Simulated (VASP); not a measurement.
A VASP calculation is set up with these files.

### INCAR
```
# general
SYSTEM  = SrTe
PREC    = Accurate
ENCUT   = 500
LREAL   = .False.
LASPH   = .True.

# electronic loop
EDIFF   = 1E-6
NELM    = 100
ALGO    = Normal
LMAXMIX = 4

# smearing
ISMEAR  = 0
SIGMA   = 0.05

# functional
GGA     = PE

# ions
IBRION  = 2
NSW     = 40
ISIF    = 3
EDIFFG  = -0.02
PSTRESS = 450

# output
LWAVE   = .False.
LCHARG  = .False.
```

File KPOINTS:
```
Regular mesh
0
G
8 8 8
```

POSCAR:
```
SrTe
1
    0.0000000000     2.9410350006     2.9410350006
    2.9410350006     0.0000000000     2.9410350006
    2.9410350006     2.9410350006     0.0000000000
Sr Te
1 1
Direct
  0.0000000000   0.0000000000   0.0000000000
  0.5000000000   0.5000000000   0.5000000000
```

POTCAR, in this order: Sr_sv Te (PBE.64 set). Program: vasp_std.

Q: Write an equivalent input for Ansatz.

A: One equivalent input (not run):
Ansatz 0.2 input:
```yaml
crystal:
  lattice:
    - [0.0000000, 2.9410350, 2.9410350]
    - [2.9410350, 0.0000000, 2.9410350]
    - [2.9410350, 2.9410350, 0.0000000]
  atoms:
    - { symbol: Sr, position: [0.0000000, 0.0000000, 0.0000000] }
    - { symbol: Te, position: [0.5000000, 0.5000000, 0.5000000] }
kpoints:
  mp_grid: { grid: [8, 8, 8] }
hamiltonian:
  xc: pbe
  pseudopotentials: { kind: paw }
scf:
  occupations: { method: gaussian, width: 0.05 }
  max_iter: 100
relax:
  max_steps: 40
  f_tol: 0.02
  cell: { p_target: 45 }
output: { forces: true, stress: true, eigenvalues: true }
```
Limits of the translation: each code has its own PAW files, so the cut-off isn't converted (ENCUT is set for VASP's; basis.ecutwfc is left out, and Ansatz then takes the one that its files recommend); Ansatz stops its SCF on the density residual and VASP on the energy change (EDIFF).

The compound is SrTe in the rock salt structure. This run relaxes it under an external pressure of 45 GPa. Symmetry was kept, so distortions that lower it aren't found.
